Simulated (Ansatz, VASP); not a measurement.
# InAs: VASP beside Ansatz, part 2 of 2

Wanted: the spread between two codes on one cell, functional and k mesh. The cell is taken from a series of runs on this material, whose earlier steps may have relaxed, scaled, displaced or heated it; both programs get it as it stands.

VASP 6.6.1 and Ansatz 0.2.0.

So far. Step 2 (Ansatz: single point, HSE06): The run ends at a pressure of -1.58 GPa.

### Step 3. VASP: single point, HSE06

Level of this step: HSE06; plane waves and PAW (In_d, As) (VASP).

The same cell, functional, mesh and smearing now go to VASP, with its own data sets.

Lines of VASP's logs that name or quote its potential files are left out, and so is its time.

The run reads the wave functions of an earlier VASP run, which isn't shown here.

INCAR

```
SYSTEM = InAs
PREC = Accurate
ENCUT = 400
EDIFF = 1E-06
NELM = 100
ISMEAR = -1
SIGMA = 0.02
LREAL = .FALSE.
ALGO = Normal
LHFCALC = .TRUE.
AEXX = 0.25
GGA = PE
HFSCREEN = 0.208
LASPH = .TRUE.
NBANDS = 15
PRECFOCK = Fast
LORBIT = 11
LWAVE = .FALSE.
LCHARG = .FALSE.
KPAR = 8
ISIF = 2
```

POSCAR

```
InAs
1.0
    0.0000000000      3.0841429044      3.0841429044
    3.0841429044      0.0000000000      3.0841429044
    3.0841429044      3.0841429044      0.0000000000
In As
1 1
Direct
    0.0000000000      0.0000000000      0.0000000000
    0.7500000000      0.7500000000      0.7500000000
```

KPOINTS

```
Automatic mesh
0
Gamma
5 5 5
0 0 0
```

PAW data sets: In_d and As (PBE family, release 64).

Run with:

```
mpirun -np 8 vasp_std
```

Numbers of over 12 decimals in the logs are rounded to 6 here.

The program printed:

```text
[banner, memory and clock lines left out]
running    8 mpi-ranks, on    1 nodes
 distrk:  each k-point on    1 cores,    8 groups
 distr:  one band on    1 cores,    1 groups

 POSCAR found type information on POSCAR InAs
 POSCAR found :  2 types and       2 ions
|                                                                             |
|           W    W    AA    RRRRR   N    N  II  N    N   GGGG   !!!           |
|           W    W   A  A   R    R  NN   N  II  NN   N  G    G  !!!           |
|           W    W  A    A  R    R  N N  N  II  N N  N  G       !!!           |
|           W WW W  AAAAAA  RRRRR   N  N N  II  N  N N  G  GGG   !            |
|           WW  WW  A    A  R   R   N   NN  II  N   NN  G    G                |
|           W    W  A    A  R    R  N    N  II  N    N   GGGG   !!!           |
|                                                                             |
|     For optimal performance we recommend to set                             |
|       NCORE = 2 up to number-of-cores-per-socket                            |
|     NCORE specifies how many cores store one orbital (NPAR=cpu/NCORE).      |
|     This setting can greatly improve the performance of VASP for DFT.       |
|     The default, NCORE=1 might be grossly inefficient on modern             |
|     multi-core architectures or massively parallel machines. Do your        |
|     Unfortunately you need to use the default for GW and RPA                |
|     calculations (for HF NCORE is supported but not extensively tested      |
|     yet).                                                                   |
|                                                                             |

 LDA part: xc-table for (Slater+PW92), standard interpolation
 found WAVECAR, reading the header
 POSCAR, INCAR and KPOINTS ok, starting setup
 FFT: planning ... GRIDC
 FFT: planning ... GRID_SOFT
 FFT: planning ... GRID
 reading WAVECAR
 the WAVECAR file was read successfully
 initial charge from wavefunction
 entering main loop
       N       E                     dE             d eps       ncg     rms          rms(c)
DAV:   1    -0.917338373933E+01   -0.91734E+01   -0.51964E-01   363   0.851E+00    0.343E+00
DAV:   2    -0.918288176756E+01   -0.94980E-02   -0.39852E-02   383   0.141E+00    0.368E+00
DAV:   3    -0.918187814074E+01    0.10036E-02   -0.11389E-03   416   0.433E-01    0.242E+00
DAV:   4    -0.918143205683E+01    0.44608E-03   -0.24545E-04   388   0.186E-01    0.151E+00
DAV:   5    -0.918130415008E+01    0.12791E-03   -0.86379E-05   343   0.968E-02    0.917E-01
DAV:   6    -0.918126536408E+01    0.38786E-04   -0.20459E-05   356   0.498E-02    0.557E-01
DAV:   7    -0.918125303684E+01    0.12327E-04   -0.48240E-06   363   0.250E-02    0.335E-01
DAV:   8    -0.918124935919E+01    0.36776E-05   -0.19967E-06   342   0.133E-02    0.201E-01
DAV:   9    -0.918124858299E+01    0.77621E-06   -0.66726E-07   220   0.725E-03
   1 F= -.91812486E+01 E0= -.91812245E+01  d E =-.481240E-04
```

From OUTCAR (step 3):

```text
ion  position               nearest neighbor table
   1  0.000  0.000  0.000-   2 2.67   2 2.67   2 2.67   2 2.67
   2  0.750  0.750  0.750-   1 2.67   1 2.67   1 2.67   1 2.67

  LATTYP: Found a face centered cubic cell.
 ALAT       =     6.1682858088

 Subroutine GETGRP returns: Found 24 space group operations
 (whereof 24 operations were pure point group operations)

The static configuration has the point symmetry T_d .

 Found     10 irreducible k-points:

   k-points           NKPTS =     10   k-points in BZ     NKDIM =    125   number of bands    NBANDS=     15

   dimension x,y,z NGX =    28 NGY =   28 NGZ =   28
   dimension x,y,z NGXF=    56 NGYF=   56 NGZF=   56

   ENCUT  =  400.0 eV  29.40 Ry    5.42 a.u.   7.11  7.11  7.11*2*pi/ulx,y,z

   NELECT =      18.0000    total number of electrons

 k-points in reciprocal lattice and weights: Automatic mesh
   0.00000000  0.00000000  0.00000000       0.008
   0.20000000  0.00000000  0.00000000       0.064
   0.40000000  0.00000000  0.00000000       0.064
   0.20000000  0.20000000  0.00000000       0.048
   0.40000000  0.20000000  0.00000000       0.192
  -0.40000000  0.20000000  0.00000000       0.192
  -0.20000000  0.20000000  0.00000000       0.096
   0.40000000  0.40000000  0.00000000       0.048
  -0.40000000  0.40000000  0.00000000       0.096
  -0.40000000  0.40000000  0.20000000       0.192

  exchange ACFDT corr.  =         0.00000000  see jH, gK, PRB 81, 115126

 average (electrostatic) potential at core
       1 -90.9357       2 -46.3937

 E-fermi :   3.6394

 k-point     1 :       0.0000    0.0000    0.0000
  band No.  band energies     occupation
    ...
      5     -12.4088      2.00000
      6      -9.1053      2.00000
      7       3.5303      1.99152
      8       3.5303      1.99152
      9       3.5303      1.99152
     10       3.7265      0.02545
     11       8.1603      0.00000
     12       8.1603      0.00000
     13       8.1603      0.00000
     14      11.7484      0.00000
    ...

 k-point     2 :       0.2000    0.0000    0.0000
  band No.  band energies     occupation
    ...
      5     -12.4085      2.00000
      6      -8.7144      2.00000
      7       0.4847      2.00000
      8       3.1253      2.00000
      9       3.1253      2.00000
     10       5.3114      0.00000
     11       8.7292      0.00000
     12       8.7292      0.00000
     13       8.7826      0.00000
     14      12.8064      0.00000
    ...

 k-point     3 :       0.4000    0.0000    0.0000
  band No.  band energies     occupation
    ...
      5     -12.4043      2.00000
      6      -7.8723      2.00000
      7      -2.0005      2.00000
      8       2.6230      2.00000
      9       2.6230      2.00000
     10       5.0922      0.00000
     11       8.9650      0.00000
     12       8.9650      0.00000
     13      10.9433      0.00000
     14      12.6549      0.00000
    ...

  Total       -0.6606342     -0.6606342     -0.6606342     -0.0000000     -0.0000000      0.0000000
  in kB      -18.0400662    -18.0400662    -18.0400662     -0.0000000     -0.0000000      0.0000000
  external PRESSURE =     -18.0400662 kB  Pullay stress =       0.0000000 kB

  energy-cutoff  :      400.00
  volume of cell :       58.67
      direct lattice vectors                 reciprocal lattice vectors
     0.000000000  3.084142904  3.084142904    -0.162119595  0.162119595  0.162119595
     3.084142904  0.000000000  3.084142904     0.162119595 -0.162119595  0.162119595
     3.084142904  3.084142904  0.000000000     0.162119595  0.162119595 -0.162119595

 POSITION                                       TOTAL-FORCE (eV/Angst)
 -----------------------------------------------------------------------------------
      0.00000      0.00000      0.00000        -0.000000     -0.000000      0.000000
      4.62621      4.62621      4.62621         0.000000      0.000000     -0.000000
 -----------------------------------------------------------------------------------
    total drift:                               -0.000015     -0.000028     -0.000006

  FREE ENERGIE OF THE ION-ELECTRON SYSTEM (eV)
  ---------------------------------------------------
  free  energy   TOTEN  =        -9.1812485830 eV

  energy  without entropy=       -9.1812004590  energy(sigma->0) =       -9.18122452

 total charge
# of ion       s       p       d       tot
------------------------------------------
    1        0.850   0.694   9.897  11.441
    2        1.227   1.584   0.019   2.831
--------------------------------------------------
tot          2.077   2.278   9.916  14.272

[... 3 further parts left out ...]
```

The k-mesh is coarse for exact exchange; levels may shift by about 0.1 eV on a finer one. The PAW data sets were made with PBE, which is usual practice but a small mismatch for other functionals.

### Step 4. Side by side

Known differences besides the potentials themselves: exact exchange at q = 0 is treated differently, which shows on coarse meshes; VASP keeps PBE cores, Ansatz makes them for the functional; the data sets hold 28 valence electrons in Ansatz (on its PAW soft_1 files) and 18 in VASP; the cutoff is 600 eV in Ansatz and 400 eV in VASP; VASP takes a coarser grid for exact exchange (PRECFOCK = Fast). Total energies have different zeros and are not compared.

Both answers:

| quantity | Ansatz | VASP | difference |
| --- | --- | --- | --- |
| pressure (GPa) | -1.58 | -1.80 | +0.22 |
| gap on the k mesh (eV) | 0.198 | 0.196 | +0.002 |

A gap on the mesh is an upper bound, since the band edges may lie between its points.

### Step 5. What came out

```yaml
difference_in_gap_on_the_k_mesh_single_point_hse06: 0.0020 eV
```

The difference in gap on the k mesh is 0.0020 eV (single point, HSE06), within the 0.08 eV picked in this series as the mark of a large difference. The data sets hold unlike numbers of valence electrons (28 in Ansatz and 18 in VASP), so part of the differences comes from the potentials. How closely two codes agree says nothing of how well the functional describes the real material.

[Lines on the potential files, build, host, timing and source positions are cut from VASP's logs without a mark.]

[Logs are printed without paths, hosts, clocks, repeated set-up lines and the standing remarks that a program may print on its own settings, such as how far it seeks lower states.]

[Hosts, paths, dates, database ids (printed as entryN), source tags and the programs' standing remarks are cut or masked in the printed files.]
